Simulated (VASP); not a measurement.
A convergence study with VASP on BN (zinc blende): one setting is varied, all else stays as given below, so the limit is that of these other settings. Each run relaxes cell and ions from the cell shown.

```xyz
2
Lattice="0.0000 1.8075 1.8075 1.8075 0.0000 1.8075 1.8075 1.8075 0.0000" Properties=species:S:1:pos:R:3 pbc="T T T"
B      0.0000     0.0000     0.0000
N      0.9038     0.9038     0.9038
```

The numbers are results of PBEsol GGA, VASP's PBE PAW potentials (set 64) (plane waves; VASP 6.6.1), not measurements. The tightest run used: 700 eV cut-off, 17×17×17 Γ-centred mesh, Gaussian smearing of 0.050 eV, potentials B N.

Gaps are read on the run's mesh, which can miss a band edge.

```csv
setting,relaxed volume (Å³/atom),E (eV/atom),gap on the mesh (eV),irreducible k-points
2×2×2 mesh,6.222,-7.9763,3.810,3
3×3×3 mesh,5.917,-8.9857,5.440,4
4×4×4 mesh,5.876,-9.1389,4.254,8
```

**Question.** These are the cheaper rows. Estimate the results at 17×17×17 mesh, and how far the last row shown lies from them.

**Answer.** 
```json
[
 {"quantity": "relaxed volume (Å³/atom)", "tightest run": "5.865", "last row shown is off by": "0.011"},
 {"quantity": "E (eV/atom)", "tightest run": "-9.1776", "last row shown is off by": "0.0387"},
 {"quantity": "gap on the mesh (eV)", "tightest run": "4.328", "last row shown is off by": "-0.075"}
]
```

Left out are rungs that failed or repeat a setting and relaxations that didn't move; long series are thinned to 24 rows.

The compound is BN in the zinc blende structure.
